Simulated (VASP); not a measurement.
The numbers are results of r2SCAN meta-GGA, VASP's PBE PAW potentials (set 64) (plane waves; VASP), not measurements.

VASP input:

KPOINTS:
```
Automatic
0
G
  7 7 7
```

### POSCAR
```
Co3Si
1
    4.8875816036    -0.0000000000    -0.0000000000
   -2.4437908018     4.2327694142    -0.0000000000
    0.0000000000    -0.0000000000     3.8985248130
Co Si
6 2
Direct
  0.1660581927   0.3321163855   0.7500000000
  0.8339418073   0.6678836145   0.2500000000
  0.8339418072   0.1660581927   0.2500000000
  0.1660581928   0.8339418073   0.7500000000
  0.6678836145   0.8339418073   0.7500000000
  0.3321163855   0.1660581927   0.2500000000
  0.6666670000   0.3333330000   0.7500000000
  0.3333330000   0.6666670000   0.2500000000
```

INCAR:
```
ALGO  =  Normal
EDIFF  =  1E-6
EDIFFG  =  -0.02
ENCUT  =  400
IBRION  =  2
ISIF  =  3
ISMEAR  =  1
LASPH  =  .TRUE.
LCHARG  =  .FALSE.
LMAXMIX  =  4
LMIXTAU  =  .TRUE.
LREAL  =  .FALSE.
LWAVE  =  .FALSE.
METAGGA  =  R2SCAN
NELM  =  100
NSW  =  60
PREC  =  Accurate
SIGMA  =  0.1
SYSTEM  =  Co3Si
```

POTCAR, in this order: Co Si (PBE.64 set). Program: vasp_std.

The resulting files:

**OUTCAR**
```
 ion  position               nearest neighbor table
   1  0.166  0.332  0.750-   3 2.40   3 2.40   6 2.40   6 2.40   8 2.41   8 2.41   5 2.43   4 2.43
                             7 2.44   7 2.44   4 2.45   5 2.45
   2  0.834  0.668  0.250-   4 2.40   4 2.40   5 2.40   5 2.40   7 2.41   7 2.41   6 2.43   3 2.43
                             8 2.44   8 2.44   3 2.45   6 2.45
   3  0.834  0.166  0.250-   5 2.40   5 2.40   1 2.40   1 2.40   7 2.41   7 2.41   2 2.43   6 2.43
                             8 2.44   8 2.44   2 2.45   6 2.45
   4  0.166  0.834  0.750-   6 2.40   6 2.40   2 2.40   2 2.40   8 2.41   8 2.41   1 2.43   5 2.43
                             7 2.44   7 2.44   1 2.45   5 2.45
   5  0.668  0.834  0.750-   3 2.40   3 2.40   2 2.40   2 2.40   8 2.41   8 2.41   1 2.43   4 2.43
                             7 2.44   7 2.44   1 2.45   4 2.45
   6  0.332  0.166  0.250-   4 2.40   4 2.40   1 2.40   1 2.40   7 2.41   7 2.41   2 2.43   3 2.43
                             8 2.44   8 2.44   2 2.45   3 2.45
   7  0.667  0.333  0.750-   3 2.41   3 2.41   2 2.41   2 2.41   6 2.41   6 2.41   5 2.44   1 2.44
                             4 2.44   4 2.44   5 2.44   1 2.44
   8  0.333  0.667  0.250-   4 2.41   4 2.41   1 2.41   1 2.41   5 2.41   5 2.41   6 2.44   2 2.44
                             3 2.44   3 2.44   6 2.44   2 2.44
  LATTYP: Found a hexagonal cell.
 ALAT       =     4.8875816036
 C/A-ratio  =     0.7976388180
 Subroutine PRICEL returns:
 Original cell was already a primitive cell.
 Subroutine GETGRP returns: Found 24 space group operations
The static configuration has the point symmetry D_3d.
 The point group associated with its full space group is D_6h.
The dynamic configuration has the point symmetry D_3d.
 Subroutine INISYM returns: Found 24 space group operations
 Subroutine IBZKPT returns following result:
 Found     32 irreducible k-points:

 Following reciprocal coordinates:
            Coordinates               Weight
  0.000000  0.000000  0.000000      1.000000
  0.142857  0.000000  0.000000      6.000000
  0.285714 -0.000000  0.000000      6.000000
  0.428571  0.000000  0.000000      6.000000
  0.142857  0.142857  0.000000      6.000000
  0.285714  0.142857  0.000000     12.000000
  0.428571  0.142857  0.000000      6.000000
  0.285714  0.285714  0.000000      6.000000
...
```

### OSZICAR
```
       N       E                     dE             d eps       ncg     rms          rms(c)
DAV:   1     0.380889519517E+03    0.38089E+03   -0.23673E+04  2368   0.184E+03
DAV:   2    -0.720612943304E+02   -0.45295E+03   -0.44072E+03  2368   0.410E+02
DAV:   3    -0.112603807913E+03   -0.40543E+02   -0.36420E+02  2642   0.152E+02
DAV:   4    -0.115544188253E+03   -0.29404E+01   -0.27618E+01  2949   0.386E+01
DAV:   5    -0.115644337226E+03   -0.10015E+00   -0.99801E-01  3309   0.666E+00    0.337E+01
DAV:   6    -0.105259649074E+03    0.10385E+02   -0.21115E+02  2987   0.159E+02    0.207E+01
DAV:   7    -0.976280290653E+02    0.76316E+01   -0.48050E+01  2940   0.756E+01    0.745E+00
DAV:   8    -0.977477197207E+02   -0.11969E+00   -0.23162E+00  2861   0.100E+01    0.341E+00
DAV:   9    -0.976563998965E+02    0.91320E-01   -0.54272E-01  3040   0.764E+00    0.975E-01
DAV:  10    -0.976586701014E+02   -0.22702E-02   -0.41720E-02  3243   0.154E+00    0.374E-01
DAV:  11    -0.976571389543E+02    0.15311E-02   -0.11159E-02  2677   0.784E-01    0.119E-01
DAV:  12    -0.976599890275E+02   -0.28501E-02   -0.69692E-03  2579   0.606E-01    0.617E-02
DAV:  13    -0.976611023794E+02   -0.11134E-02   -0.10501E-03  2582   0.268E-01    0.263E-02
DAV:  14    -0.976613375287E+02   -0.23515E-03   -0.14140E-04  2949   0.108E-01    0.223E-02
DAV:  15    -0.976613291729E+02    0.83558E-05   -0.47884E-06  2635   0.178E-02    0.205E-02
DAV:  16    -0.976613512015E+02   -0.22029E-04   -0.14109E-06  1629   0.129E-02    0.133E-02
DAV:  17    -0.976613094230E+02    0.41779E-04   -0.77675E-06  2532   0.313E-02    0.731E-03
DAV:  18    -0.976613283532E+02   -0.18930E-04   -0.11574E-06  1384   0.142E-02    0.401E-03
DAV:  19    -0.976613267425E+02    0.16107E-05   -0.29232E-07  1324   0.333E-03    0.293E-03
DAV:  20    -0.976613201415E+02    0.66010E-05   -0.21874E-07  1304   0.309E-03    0.137E-03
DAV:  21    -0.976613195024E+02    0.63915E-06   -0.57571E-08  1294   0.228E-03
   1 F= -.97661320E+02 E0= -.97661479E+02  d E =-.976613E+02
       N       E                     dE             d eps       ncg     rms          rms(c)
DAV:   1    -0.976971158632E+02   -0.35796E-01   -0.14039E+00  2433   0.107E+01    0.157E+00
DAV:   2    -0.976760791626E+02    0.21037E-01   -0.47645E-01  2783   0.761E+00    0.689E-01
DAV:   3    -0.976627875199E+02    0.13292E-01   -0.94151E-02  2782   0.342E+00    0.283E-01
DAV:   4    -0.976616592153E+02    0.11283E-02   -0.35994E-03  2687   0.384E-01    0.102E-01
DAV:   5    -0.976615513042E+02    0.10791E-03   -0.65906E-04  3280   0.241E-01    0.361E-02
DAV:   6    -0.976614937516E+02    0.57553E-04   -0.98567E-05  2641   0.724E-02    0.155E-02
DAV:   7    -0.976615672405E+02   -0.73489E-04   -0.37519E-05  2600   0.517E-02    0.612E-03
DAV:   8    -0.976615307098E+02    0.36531E-04   -0.13812E-05  2818   0.381E-02    0.476E-03
DAV:   9    -0.976615656358E+02   -0.34926E-04   -0.68159E-06  2448   0.300E-02    0.134E-03
DAV:  10    -0.976615577102E+02    0.79256E-05   -0.41590E-07  1239   0.776E-03    0.516E-04
DAV:  11    -0.976615565593E+02    0.11510E-05   -0.68109E-08  1244   0.229E-03    0.156E-04
DAV:  12    -0.976615572318E+02   -0.67255E-06   -0.12160E-08  1234   0.944E-04
   2 F= -.97661557E+02 E0= -.97661671E+02  d E =-.237729E-03
       N       E                     dE             d eps       ncg     rms          rms(c)
DAV:   1    -0.976712797835E+02   -0.97232E-02   -0.32214E-01  2438   0.507E+00    0.758E-01
DAV:   2    -0.976663279800E+02    0.49518E-02   -0.10978E-01  2777   0.365E+00    0.327E-01
DAV:   3    -0.976633632938E+02    0.29647E-02   -0.21467E-02  2790   0.164E+00    0.136E-01
DAV:   4    -0.976631036737E+02    0.25962E-03   -0.80219E-04  2661   0.184E-01    0.473E-02
DAV:   5    -0.976630417608E+02    0.61913E-04   -0.13650E-04  3309   0.108E-01    0.177E-02
DAV:   6    -0.976630631490E+02   -0.21388E-04   -0.22902E-05  2616   0.349E-02    0.744E-03
DAV:   7    -0.976630405386E+02    0.22610E-04   -0.94553E-06  2479   0.258E-02    0.285E-03
DAV:   8    -0.976630585584E+02   -0.18020E-04   -0.29065E-06  1724   0.183E-02    0.207E-03
DAV:   9    -0.976630440841E+02    0.14474E-04   -0.13556E-06  1234   0.152E-02    0.723E-04
DAV:  10    -0.976630471045E+02   -0.30204E-05   -0.15059E-07  1214   0.459E-03    0.264E-04
DAV:  11    -0.976630475477E+02   -0.44319E-06   -0.25992E-08  1209   0.126E-03
   3 F= -.97663048E+02 E0= -.97663183E+02  d E =-.172805E-02
       N       E                     dE             d eps       ncg     rms          rms(c)
DAV:   1    -0.976649799208E+02   -0.19328E-02   -0.10350E-01  2388   0.256E+00    0.360E-01
DAV:   2    -0.976638625815E+02    0.11173E-02   -0.25882E-02  2909   0.176E+00    0.158E-01
DAV:   3    -0.976632160884E+02    0.64649E-03   -0.48044E-03  2885   0.769E-01    0.650E-02
DAV:   4    -0.976631469649E+02    0.69124E-04   -0.22722E-04  2636   0.102E-01    0.168E-02
DAV:   5    -0.976631314263E+02    0.15539E-04   -0.26360E-05  2913   0.475E-02    0.930E-03
DAV:   6    -0.976631370286E+02   -0.56023E-05   -0.62329E-06  2613   0.178E-02    0.378E-03
DAV:   7    -0.976631237889E+02    0.13240E-04   -0.21702E-06  1531   0.151E-02    0.135E-03
DAV:   8    -0.976631350367E+02   -0.11248E-04   -0.95659E-07  1234   0.119E-02    0.137E-03
DAV:   9    -0.976631275217E+02    0.75150E-05   -0.33759E-07  1219   0.771E-03    0.287E-04
DAV:  10    -0.976631290536E+02   -0.15318E-05   -0.38455E-08  1214   0.186E-03    0.319E-04
DAV:  11    -0.976631290740E+02   -0.20454E-07   -0.14309E-08  1214   0.870E-04
   4 F= -.97663129E+02 E0= -.97663262E+02  d E =-.815263E-04
```

### OUTCAR
```
------------------------ aborting loop because EDIFF is reached ----------------------------------------
  FORCE on cell =-STRESS in cart. coord.  units (eV):
  Direction    XX          YY          ZZ          XY          YZ          ZX
  --------------------------------------------------------------------------------------
  Total        0.1169004      0.1169004      0.0500101      0.0000000      0.0000000      0.0000000
  in kB        2.3173233      2.3173229      0.9913532      0.0000000      0.0000000      0.0000000
  external PRESSURE =       1.8753331 kB  Pullay stress =       0.0000000 kB
  volume of cell :       80.82
      direct lattice vectors                 reciprocal lattice vectors
     4.887644183  0.000000000  0.000000000     0.204597545  0.118124459 -0.000000000
    -2.443822092  4.232823610 -0.000000000     0.000000000  0.236248919 -0.000000000
     0.000000000  0.000000000  3.906702369     0.000000000  0.000000000  0.255970357
 POSITION                                       TOTAL-FORCE (eV/Angst)
 -----------------------------------------------------------------------------------
     -0.00000      1.40993      2.93003         0.000000     -0.018529      0.000000
      2.44382      2.82290      0.97668         0.000000      0.018529     -0.000000
      3.66661      0.70496      0.97668         0.016047     -0.009265      0.000000
     -1.22279      3.52786      2.93003        -0.016047      0.009265     -0.000000
      1.22279      3.52786      2.93003         0.016047      0.009265     -0.000000
      1.22103      0.70496      0.97668        -0.016047     -0.009265      0.000000
      2.44382      1.41094      2.93003         0.000000      0.000000     -0.000000
     -0.00000      2.82188      0.97668         0.000000     -0.000000     -0.000000
 -----------------------------------------------------------------------------------
    total drift:                                0.000168      0.000080      0.000032
  FREE ENERGIE OF THE ION-ELECTRON SYSTEM (eV)
  ---------------------------------------------------
  free  energy   TOTEN  =       -97.6631290740 eV

  energy  without entropy=      -97.6635276471  energy(sigma->0) =      -97.66326193

 reached required accuracy - stopping structural energy minimisation
```
(Selected blocks of OUTCAR.)

CONTCAR:
```
Co3Si
   1.00000000000000
     4.8876441831582804    0.0000000000000000    0.0000000000000000
    -2.4438220915791402    4.2328236096729830   -0.0000000000000000
     0.0000000000000000    0.0000000000000000    3.9067023692354903
  Co              Si
     6     2
Direct
     0.1665470113173008    0.3330940227346034    0.7500000000000000
     0.8334529886826991    0.6669059772653967    0.2500000000000000
     0.8334529885825774    0.1665470113173008    0.2500000000000000
     0.1665470114174225    0.8334529886826991    0.7500000000000000
     0.6669059772652767    0.8334529886826991    0.7500000000000000
     0.3330940227347233    0.1665470113173008    0.2500000000000000
     0.6666669999999968    0.3333330000000032    0.7500000000000000
     0.3333330000000032    0.6666669999999968    0.2500000000000000
```

The structure comes from a computed database's Co3Si entry (P6_3/mmc); how it stands against other phases isn't given here. This run relaxes it. Symmetry was kept, so distortions that lower it aren't found. The start is the result of an earlier pass. The run is not spin-polarised, so no magnetic state was tried.
